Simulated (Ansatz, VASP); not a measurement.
## La6B4O15 (amorphous La6B4O15) in two plane-wave programs

One calculation is typed for both programs; each brings its own data sets. How far apart do they land? Of the first pair: The structure shown is the start of the Ansatz relaxation below; VASP solves that cell, so the two are compared at the walk's first step.

Method: plane waves, with VASP 6.6.1 beside it; single point at LDA, in Ansatz 0.2.0.

**1. The structure**

The cell holds 100 atoms: 16 B, 24 La and 60 O. Its edges and angles: a = 11.028 Å, b = 11.028 Å, c = 11.028 Å, α = 90.0°, β = 90.0°, γ = 90.0°. 100 atoms (16 B, 24 La, 60 O) packed at random and pushed apart as soft spheres at 5.53 g/cm^3; MD (Langevin at fixed volume unless said) with the MACE-MP-0b2 small potential (Batatia et al., arXiv:2401.00096), steps of 1.5 fs: 0.75 ps at 2800 K, 2800 to 2100 K in 0.45 ps, 2100 to 300 K in 4.5 ps; then atoms relaxed; then 150 steps at 300 K.

**2. Ansatz: relaxation, LDA**

Ansatz runs on its default PAW (the set named soft_2) files.

The two programs are compared at the cell with which this relaxation starts, whose forces are those of its first step.

The input, input.yaml:

```yaml
crystal:
  lattice:
    - [11.02812, 0.0, 0.0]
    - [0.0, 11.02812, 0.0]
    - [0.0, 0.0, 11.02812]
  atoms:
    - { symbol: B, position: [0.27091, 0.02011, 0.50504] }
    - { symbol: B, position: [0.49244, 0.68895, 0.19364] }
    - { symbol: B, position: [0.4732, 0.83736, 0.86513] }
    - { symbol: B, position: [0.05695, 0.32994, 0.24316] }
    - { symbol: B, position: [0.75198, 0.1708, 0.03484] }
    - { symbol: B, position: [0.17227, 0.55612, 0.63191] }
    - { symbol: B, position: [0.73692, 0.28263, 0.51936] }
    - { symbol: B, position: [0.22533, 0.68961, 0.09466] }
    - { symbol: B, position: [0.87493, 0.59241, 0.50178] }
    - { symbol: B, position: [0.4481, 0.6403, 0.97142] }
    - { symbol: B, position: [0.94088, 0.80325, 0.25286] }
    - { symbol: B, position: [0.09043, 0.51574, 0.41816] }
    - { symbol: B, position: [0.49822, 0.26696, 0.15083] }
    - { symbol: B, position: [0.73152, 0.62291, 0.0943] }
    - { symbol: B, position: [0.24747, 0.89074, 0.18426] }
    - { symbol: B, position: [0.51257, 0.229, 0.70717] }
    - { symbol: La, position: [0.93474, 0.47346, 0.75938] }
    - { symbol: La, position: [0.27882, 0.40646, 0.93231] }
    - { symbol: La, position: [0.80593, 0.10365, 0.7397] }
    - { symbol: La, position: [0.00902, 0.84542, 0.57985] }
    - { symbol: La, position: [0.55665, 0.16206, 0.39849] }
    - { symbol: La, position: [0.01125, 0.25156, 0.51097] }
    - { symbol: La, position: [0.99246, 0.87571, 0.98871] }
    - { symbol: La, position: [0.31881, 0.75287, 0.41909] }
    - { symbol: La, position: [0.67018, 0.78105, 0.38384] }
    - { symbol: La, position: [0.99825, 0.56468, 0.05912] }
    - { symbol: La, position: [0.31986, 0.34234, 0.57211] }
    - { symbol: La, position: [0.52292, 0.93744, 0.63601] }
    - { symbol: La, position: [0.16294, 0.08159, 0.75277] }
    - { symbol: La, position: [0.3292, 0.47009, 0.28338] }
[... 64 atom lines left out ...]
    - { symbol: O, position: [0.87572, 0.8859, 0.18332] }
    - { symbol: O, position: [0.12852, 0.47167, 0.54703] }
    - { symbol: O, position: [0.5001, 0.76667, 0.52083] }
    - { symbol: O, position: [0.7146, 0.71878, 0.01555] }
    - { symbol: O, position: [0.20619, 0.12866, 0.52463] }
    - { symbol: O, position: [0.4625, 0.63362, 0.30687] }
kpoints:
  mp_grid: { grid: [1, 1, 1] }
hamiltonian:
  xc: lda
scf:
  occupations: { method: gaussian, width: 0.025 }
output:
  forces: true
relax:
  f_tol: 0.05
  max_steps: 150
  cell: {}
```

The run is started by

```console
> ansatz run input.yaml --threads 4 --pin off --max-ram 8192MiB --backend cpu --events-out ev --progress --plain --runs-dir out
```

Numbers of over 12 decimals in the logs are rounded to 6 here.

What it wrote:

```text
Engine: ansatz 0.2.0, aarch64-unknown-linux-gnu
Pseudopotentials: kind: paw
Pseudopotential: B, paw, valence charge 3, recommended cutoff 420 eV (normal), B.paw.azcp
Pseudopotential: La, paw, valence charge 11, recommended cutoff 420 eV (normal), La.paw.azcp
Pseudopotential: O, paw, valence charge 6, recommended cutoff 420 eV (normal), O.paw.azcp
Functional definition: SPW92
  exchange = slater_x
  correlation = pw_c
Crystal: 100 atoms, lattice volume = 1341.234 Å³
Basis set: ecut = 420 eV, 26145 PW (Γ)
Bands: 436, of which v1, the nominal top of the filled ones, is band 336 counted from 1 (335 counted from 0)
Symmetry: 1 space group operations
Space group: P1 (ITA 1), of the structure as read, at distance tolerance 1.1e-4 Å
k-points: 1
Non-local potential: B, projectors of the file, l = 0: 2, l = 1: 2, l = 2: 1
Non-local potential: La, projectors of the file, l = 0: 3, l = 1: 2, l = 2: 2, l = 3: 3
Non-local potential: O, projectors of the file, l = 0: 2, l = 1: 2, l = 2: 1
PAW form: soft (Blöchl's): semilocal exchange-correlation on the pseudo side does not see the compensation charge
PAW frozen core: B, regenerated for the run's functional, and the local potential with it (the file was generated under x = pbe(κ = 0.804, μ = 0.219515), c = pbe(β = 0.066725))
PAW frozen core: La, regenerated for the run's functional, and the local potential with it (the file was generated under x = pbe(κ = 0.804, μ = 0.219515), c = pbe(β = 0.066725))
PAW frozen core: O, regenerated for the run's functional, and the local potential with it (the file was generated under x = pbe(κ = 0.804, μ = 0.219515), c = pbe(β = 0.066725))
PAW one-centre angular grid: B, 110 points (default); XC on 64 Gauss nodes
PAW one-centre angular grid: La, 590 points (default); XC on 64 Gauss nodes
PAW one-centre angular grid: O, 110 points (default); XC on 64 Gauss nodes
Initial density: superposition of atomic densities (neutral atoms: chi_scale 0, normalization atom), corrected by the library's trained network
Initial wavefunctions: pseudopotential atomic-orbital guess
Functional: x = slater, c = lda
SCF iter   1: F=—  HF=-181691.849027 eV  |F-HF|=—  |Δ(HF+E_count)|=         —  Δρ=1.49e-2  dr2=2.88e0  ethr=1.77e-3  ⟨swp⟩=6.0  Hψ=1925  notcnv=0
preconditioner: auto → Resta (q_TF=auto, 2.431 Å⁻¹)  ε∞=5.4  [insulator: Δε(μ)=3.262 eV  Ē_g=12.143 eV  σ=0.025 eV  W_gap=1.00  n_scr=340 (ndim 8)  ℏωp=25.3 eV  f_vac=0.023  D(μ)=0.00/eV (n_scr^D=0)  ε∞_Penn≈5.4]
SCF iter   2: F=—  HF=-181691.243220 eV  |F-HF|=—  |Δ(HF+E_count)|=   6.06e-1  Δρ=5.53e-3  dr2=2.38e-1  ethr=4.28e-4  ⟨swp⟩=3.0  Hψ=1045  notcnv=0  defer=93
SCF iter   3: F=—  HF=-181691.194593 eV  |F-HF|=—  |Δ(HF+E_count)|=   4.86e-2  Δρ=2.21e-3  dr2=5.39e-2  ethr=3.54e-5  ⟨swp⟩=5.0  Hψ=631  notcnv=0  defer=93
SCF iter   4: F=—  HF=-181691.186365 eV  |F-HF|=—  |Δ(HF+E_count)|=   8.23e-3  Δρ=1.28e-3  dr2=2.00e-2  ethr=8.02e-6  ⟨swp⟩=4.0  Hψ=691  notcnv=0  defer=93
SCF iter   5: F=—  HF=-181691.182077 eV  |F-HF|=—  |Δ(HF+E_count)|=   4.29e-3  Δρ=2.32e-4  dr2=9.82e-4  ethr=2.98e-6  ⟨swp⟩=2.0  Hψ=604  notcnv=0  defer=93
SCF iter   6: F=—  HF=-181691.182074 eV  |F-HF|=—  |Δ(HF+E_count)|=   3.53e-6  Δρ=1.80e-4  dr2=4.25e-4  ethr=1.46e-7  ⟨swp⟩=2.0  Hψ=655  notcnv=0  defer=93
SCF iter   7: F=—  HF=-181691.182018 eV  |F-HF|=—  |Δ(HF+E_count)|=   5.59e-5  Δρ=4.30e-5  dr2=2.80e-5  ethr=6.32e-8  ⟨swp⟩=2.0  Hψ=654  notcnv=0  defer=93
SCF iter   8: F=—  HF=-181691.179598 eV  |F-HF|=—  |Δ(HF+E_count)|=   2.42e-3  Δρ=2.44e-5  dr2=7.85e-6  ethr=4.17e-9  ⟨swp⟩=2.0  Hψ=748  notcnv=0  defer=93
SCF iter   9: F=—  HF=-181691.179597 eV  |F-HF|=—  |Δ(HF+E_count)|=   4.61e-7  Δρ=8.23e-6  dr2=1.01e-6  ethr=1.17e-9  ⟨swp⟩=2.0  Hψ=655  notcnv=0  defer=93
SCF iter  10: F=—  HF=-181691.179598 eV  |F-HF|=—  |Δ(HF+E_count)|=   3.94e-8  Δρ=3.72e-6  dr2=2.03e-7  ethr=1.50e-10  ⟨swp⟩=2.0  Hψ=608  notcnv=0  defer=93
SCF iter  11: F=-181691.179597 eV  HF=-181691.179598 eV  |F-HF|=4.39e-8  |Δ(HF+E_count)|=   1.16e-9  Δρ=2.31e-6  dr2=7.11e-8  ethr=1.49e-11  ⟨swp⟩=4.0  Hψ=1423  notcnv=0
SCF 1 converged in 11 iterations: F = -181691.179597 eV  dr2 = 7.11e-8
  greatest PAW one-centre occupation: 0.975 electrons in one spin orbital (limit 2), on the La atom at site 36 (counted from 0), in its partial waves of l = 0
relax step   1: F+E_penalty+E_count = -181691.17959748 eV  Δ(F+E_penalty+E_count) = +0.000e0 eV  max|allowed force component| = 2.492e0 eV/Å  Δτ_max = 0.0000 Å  P = -6.230 GPa  Ω = 1341.234 Å³  (11 SCF iters, dr2 threshold 1.00e-7 eV, accepted)
Crystal: 100 atoms, lattice volume = 1251.451 Å³
Basis set: ecut = 420 eV, 24399 PW (Γ)
Initial density: handed on by an earlier stage of this run
Initial wavefunctions: those handed on with the density
iter 1 solved again at ethr=4.29e-4 eV; its pass at ethr=3.10e-3 eV (dr2=2.88e0 eV) is discarded
[...]
0.004199       0.003336       0.005437
        0.003336       0.009232       0.001954
        0.005437       0.001954      -0.000362
  P = ⅓ Tr σ = 0.0044 GPa (0.044 kbar)
--- Relaxed structure (25 steps of the walk, 21 accepted, 3 SCFs on fresh bases) ---
  F+E_penalty+E_count = -181698.36809500 eV   max|allowed force component| = 2.659e-2 eV/Å   (the final SCF, on the basis selected at the relaxed cell)
  cell:  # Å, volume = 1259.9191 Å³
    - [10.894037, 0.384939, 0.217912]
    - [0.384939, 10.482385, -0.109999]
    - [0.217912, -0.109999, 11.053019]
  atoms:
    - { symbol: B, position: [0.302858, 0.016511, 0.517729] }
    - { symbol: B, position: [0.496308, 0.677612, 0.197987] }
    - { symbol: B, position: [0.475027, 0.851417, 0.861971] }
    - { symbol: B, position: [0.064334, 0.309792, 0.251828] }
    - { symbol: B, position: [0.740457, 0.211547, 0.034334] }
    - { symbol: B, position: [0.142530, 0.563357, 0.629812] }
    - { symbol: B, position: [0.736198, 0.283153, 0.515393] }
    - { symbol: B, position: [0.217403, 0.673319, 0.080938] }
    - { symbol: B, position: [0.882373, 0.581642, 0.490304] }
    - { symbol: B, position: [0.440236, 0.652607, 0.980197] }
    - { symbol: B, position: [0.937957, 0.828774, 0.233065] }
    - { symbol: B, position: [0.104771, 0.498889, 0.415293] }
    - { symbol: B, position: [0.510997, 0.238819, 0.119010] }
    - { symbol: B, position: [0.725146, 0.624445, 0.087925] }
    - { symbol: B, position: [0.240394, 0.865152, 0.210487] }
    - { symbol: B, position: [0.521317, 0.241368, 0.701720] }
    - { symbol: La, position: [0.912777, 0.455501, 0.779254] }
    - { symbol: La, position: [0.252172, 0.409479, 0.916115] }
    - { symbol: La, position: [0.808246, 0.107536, 0.728825] }
    - { symbol: La, position: [-0.023708, 0.829418, 0.574265] }
    - { symbol: La, position: [0.546241, 0.170668, 0.384523] }
    - { symbol: La, position: [0.00649873, 0.254928, 0.521743] }
    - { symbol: La, position: [1.009667, 0.868791, 0.967148] }
    - { symbol: La, position: [0.334236, 0.727359, 0.439388] }
    - { symbol: La, position: [0.677688, 0.778412, 0.359659] }
    - { symbol: La, position: [0.977400, 0.560348, 0.087411] }
    - { symbol: La, position: [0.330142, 0.365563, 0.576434] }
    - { symbol: La, position: [0.535931, 0.950396, 0.638765] }
    - { symbol: La, position: [0.162685, 0.068026, 0.740455] }
    - { symbol: La, position: [0.344983, 0.442342, 0.232557] }
    - { symbol: La, position: [0.997270, 0.214262, 0.034341] }
    - { symbol: La, position: [0.353071, 0.074154, 0.979900] }
    - { symbol: La, position: [0.251988, 0.118181, 0.294520] }
    - { symbol: La, position: [0.598955, 0.554015, 0.609154] }
    - { symbol: La, position: [0.280878, 0.730676, 0.767267] }
    - { symbol: La, position: [0.595544, 0.398598, 0.910871] }
    - { symbol: La, position: [0.664439, 0.954010, 0.088511] }
    - { symbol: La, position: [0.744650, 0.761710, 0.823477] }
    - { symbol: La, position: [0.736114, 0.424437, 0.275958] }
    - { symbol: La, position: [0.858939, 0.064937, 0.344131] }
    - { symbol: O, position: [0.957702, 0.043847, 0.545579] }
    - { symbol: O, position: [0.075856, 0.871895, 0.758738] }
    - { symbol: O, position: [0.214485, 0.891459, 0.330300] }
    - { symbol: O, position: [0.0011199, 0.228226, 0.733987] }
    - { symbol: O, position: [0.668641, 0.991318, 0.306713] }
    - { symbol: O, position: [0.797631, 0.179512, 0.136977] }
    - { symbol: O, position: [0.895892, 0.615282, 0.610373] }
    - { symbol: O, position: [0.764974, 0.581230, 0.448152] }
    - { symbol: O, position: [0.155561, 0.684349, 0.593550] }
    - { symbol: O, position: [0.367196, 0.931775, 0.811567] }
    - { symbol: O, position: [0.414651, 0.563689, 0.895251] }
    - { symbol: O, position: [0.403667, 0.013779, 0.440035] }
    - { symbol: O, position: [0.210345, 0.560360, 0.378482] }
    - { symbol: O, position: [0.420082, 0.310506, 0.043712] }
    - { symbol: O, position: [0.797825, 0.259505, 0.933780] }
    - { symbol: O, position: [0.703366, 0.532162, 0.789903] }
    - { symbol: O, position: [0.907302, 0.832959, 0.356595] }
    - { symbol: O, position: [0.024373, 0.751037, 0.172845] }
    - { symbol: O, position: [0.529129, 0.798045, 0.205108] }
    - { symbol: O, position: [0.774282, 0.639773, 0.201591] }
    - { symbol: O, position: [0.602235, 0.179733, 0.772989] }
    - { symbol: O, position: [0.461859, 0.179807, 0.612496] }
    - { symbol: O, position: [0.039024, 0.400632, 0.943471] }
    - { symbol: O, position: [0.460567, 0.124156, 0.166212] }
[...]
- { symbol: O, position: [0.186856, 0.719027, 0.970932] }
    - { symbol: O, position: [0.289826, 0.913667, 0.590658] }
    - { symbol: O, position: [0.878800, 0.921954, 0.163502] }
    - { symbol: O, position: [0.114510, 0.464593, 0.551955] }
    - { symbol: O, position: [0.540047, 0.767870, 0.513981] }
    - { symbol: O, position: [0.689528, 0.727951, 0.024878] }
    - { symbol: O, position: [0.217789, 0.122747, 0.523700] }
    - { symbol: O, position: [0.490494, 0.604222, 0.300394] }
```

The column dr2 measures how far the density is from self-consistency, as an energy; F and HF (Harris–Foulkes) agree once it is small.

**3. VASP: single point, LDA, start cell, pair 1**

The same cell, functional (in two slightly different forms), mesh and smearing now go to VASP, with its own data sets.

Lines of VASP's logs that name or quote its potential files are left out, and so is its time.

The input, INCAR:

```
SYSTEM = La6B4O15
PREC = Accurate
ENCUT = 520
EDIFF = 1E-06
NELM = 200
ISMEAR = 0
SIGMA = 0.025
LREAL = Auto
ALGO = Normal
GGA = PW92
NBANDS = 408
LASPH = .TRUE.
LORBIT = 11
LWAVE = .FALSE.
LCHARG = .FALSE.
ISIF = 2
GGA_COMPAT = .FALSE.
EFERMI = MIDGAP
LMAXMIX = 6
NCORE = 2
```

The input, POSCAR:

```
La6B4O15
1.0
   11.0281200000      0.0000000000      0.0000000000
    0.0000000000     11.0281200000      0.0000000000
    0.0000000000      0.0000000000     11.0281200000
B La O
16 24 60
Direct
    0.2709074620      0.0201122222      0.5050362165
    0.4924411414      0.6889478896      0.1936413459
    0.4731994211      0.8373594049      0.8651338578
    0.0569544038      0.3299383757      0.2431602123
    0.7519776716      0.1707997374      0.0348382136
    0.1722687094      0.5561237999      0.6319118762
    0.7369161743      0.2826320352      0.5193632278
    0.2253330577      0.6896098338      0.0946580197
    0.8749270048      0.5924128501      0.5017809019
    0.4480999481      0.6402995252      0.9714167057
    0.9408765955      0.8032466096      0.2528626819
    0.0904324581      0.5157361363      0.4181583080
    0.4982172845      0.2669630000      0.1508325988
    0.7315208757      0.6229076216      0.0943043783
    0.2474673834      0.8907411236      0.1842562468
    0.5125714990      0.2289964201      0.7071740242
    0.9347377432      0.4734623852      0.7593769382
    0.2788235892      0.4064609380      0.9323075919
    0.8059306573      0.1036532065      0.7396999670
    0.0090223900      0.8454206157      0.5798540458
    0.5566497281      0.1620584470      0.3984904045
    0.0112530513      0.2515569290      0.5109665111
    0.9924629039      0.8757068295      0.9887088642
    0.3188122726      0.7528663090      0.4190922841
    0.6701776912      0.7810488098      0.3838369550
    0.9982481148      0.5646837358      0.0591215910
    0.3198641292      0.3423430285      0.5721102055
    0.5229177775      0.9374399263      0.6360104895
    0.1629380166      0.0815914227      0.7527665640
    0.3292038897      0.4700891902      0.2833755889
[... 64 atom lines left out ...]
    0.8757158972      0.8858989565      0.1833222707
    0.1285169186      0.4716669750      0.5470288680
    0.5001033721      0.7666673921      0.5208321999
    0.7146004940      0.7187807169      0.0155511547
    0.2061910824      0.1286620022      0.5246315782
    0.4624995013      0.6336166092      0.3068700740
```

The input, KPOINTS:

```
Automatic mesh
0
Gamma
1 1 1
0 0 0
```

The projector-augmented-wave data sets are B, La and O (LDA family, release 64).

The run is started by

```console
> mpirun -np 8 vasp_gam
```

What it wrote:

```text
[banner, memory and clock lines left out]
running    8 mpi-ranks, on    1 nodes
[...]
|                                                                             |
|               ----> ADVICE to this user running VASP <----                  |
|                                                                             |
|     You enforced a specific xc type in the INCAR file but a different       |
|     [... a line on the potential file left out ...]
|     I HOPE YOU KNOW WHAT YOU ARE DOING!                                     |
|                                                                             |

 LDA part: xc-table for (Slater(with rela. corr.)+PW92), standard interpolation
 POSCAR, INCAR and KPOINTS ok, starting setup
[...]
entering main loop
       N       E                     dE             d eps       ncg     rms          rms(c)
DAV:   1     0.160341572705E+05    0.16034E+05   -0.22403E+05   856   0.303E+03
DAV:   2     0.657575681246E+04   -0.94584E+04   -0.88502E+04   912   0.881E+02
DAV:   3     0.228780180800E+04   -0.42880E+04   -0.38097E+04   920   0.389E+02
DAV:   4    -0.551710403875E+02   -0.23430E+04   -0.22371E+04  1248   0.267E+02
[...]
DAV:  20    -0.901278615008E+03   -0.43399E-05   -0.89105E-05  1592   0.222E-02    0.127E-02
DAV:  21    -0.901278615740E+03   -0.73255E-06   -0.33752E-05  1328   0.135E-02    0.631E-03
DAV:  22    -0.901278616086E+03   -0.34553E-06   -0.92452E-06   728   0.882E-03
   1 F= -.90127862E+03 E0= -.90127862E+03  d E =0.000000E+00
```

Parts of OUTCAR (step 3):

```text
  Total      -43.8944075    -60.1863185    -51.0425560      3.0769863      1.7111533      6.2244459
  in kB      -52.4342818    -71.8958649    -60.9731380      3.6756292      2.0440667      7.4354427
  external PRESSURE =     -61.7677616 kB  Pullay stress =       0.0000000 kB

  FREE ENERGIE OF THE ION-ELECTRON SYSTEM (eV)
  ---------------------------------------------------
  free  energy   TOTEN  =      -901.2786160859 eV

  energy  without entropy=     -901.2786160859  energy(sigma->0) =     -901.27861609

[... 3 further parts left out ...]
[key lines of the parts left out:]
E-fermi :   6.5496
```

The run ends at a pressure of -6.18 GPa, with forces up to 2.7 eV/Å.

**4. Comparison**

Known differences besides the potentials themselves: the cutoff is 420 eV in Ansatz and 520 eV in VASP (PREC = Accurate, projectors in real space); VASP's log shows a relativistic correction to its local exchange, Ansatz's none. Total energies have different zeros and are not compared.

Forces on 10 of the 100 atoms, those with the largest forces and the largest differences (eV/Å; atoms numbered as in POSCAR):

| atom | Ansatz x, y, z | VASP x, y, z |
| --- | --- | --- |
| B5 | -2.330, -0.201, -1.416 | -2.346, -0.188, -1.410 |
| B7 | 1.833, -1.044, 1.247 | 1.859, -1.037, 1.253 |
| B16 | 0.831, -1.899, 0.119 | 0.829, -1.898, 0.121 |
| O43 | 0.244, -0.522, 0.015 | 0.193, -0.493, 0.091 |
| O52 | -0.546, 0.070, 0.462 | -0.468, 0.072, 0.415 |
| O68 | -1.427, 1.388, -0.392 | -1.485, 1.441, -0.405 |
| O81 | 0.967, -0.936, -1.865 | 0.942, -0.913, -1.863 |
| O90 | 2.492, 0.753, -0.194 | 2.405, 0.734, -0.190 |
| O91 | 0.362, 0.616, -0.256 | 0.383, 0.582, -0.170 |
| O93 | -0.385, -1.076, 1.614 | -0.416, -1.045, 1.549 |

The forces differ by 31 meV/Å r.m.s., which is 4.5 % of the r.m.s. force of 0.677 eV/Å (both taken over all components).

(Continued in part 2 of 2.)

[Lines on the potential files, build, host, timing and source positions are cut from VASP's logs without a mark.]

[Logs are printed without paths, hosts, clocks, repeated set-up lines and the standing remarks that a program may print on its own settings, such as how far it seeks lower states.]

[Hosts, paths, dates, database ids (printed as entryN), source tags and the programs' standing remarks are cut or masked in the printed files.]
